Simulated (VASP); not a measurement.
A run of VASP 6.6.1 is set up as follows.

File INCAR:

```
SYSTEM = GaAs
  ALGO = Fast
  EDIFF = 1E-7
  ENCUT = 520
  GGA = PE
  ISIF = 2
  ISMEAR = 0
  LASPH = .True.
  LCHARG = .False.
  LREAL = .False.
  LWAVE = .False.
  NELM = 80
  PREC = Accurate
  SIGMA = 0.02
```

Contents of KPOINTS:

```
k-points
0
Gamma
  6 6 6
  0 0 0
```

File POSCAR:

```
GaAs                                    
1.0
    0.0000000000      2.8456988898      2.8456988898
    2.8456988898      0.0000000000      2.8456988898
    2.8456988898      2.8456988898      0.0000000000
  Ga              As            
     1     1
Direct
     0.0000000000000000    0.0000000000000000    0.0000000000000000
     0.2500000000000000    0.2500000000000000    0.2500000000000000
```

Potentials or basis: VASP PAW PBE potentials, release 64 (Ga_d, As).

Command:

```bash
$ cat potpaw_PBE.64/Ga_d/POTCAR potpaw_PBE.64/As/POTCAR > POTCAR
$ mpirun -np 1 vasp_std > vasp.out
```

Task: Estimate the pressure.

Result: 2.0 GPa.

Task: What does it give for the band gap on the k mesh?

Result: 0.37 eV, direct.
